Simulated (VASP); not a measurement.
Energy against volume of GaSb (zinc blende). Computed with r2SCAN meta-GGA, VASP's PBE PAW potentials (set 64) (plane waves; VASP). Run with 520 eV cut-off, 8×8×8 Γ-centred mesh, Gaussian smearing of 0.050 eV, potentials Ga_d Sb.

```csv
V (Å³/atom),E (eV/atom)
27.988,-18.79561
28.854,-18.80031
29.719,-18.79636
30.585,-18.78506
```

Fit these four points and predict the energy of the run at 27.123 Å³/atom.

A cubic in V^(−2/3), the third-order Birch-Murnaghan form, passes through the four points with V0 = 28.87 Å³/atom and B0 = 53 GPa, and gives -18.7807 eV/atom there. The run gave -18.7806 eV/atom, +0.1 meV/atom from the fit; all five points give B0 = 53 GPa.

The compound is GaSb in the zinc blende structure. It was relaxed first.
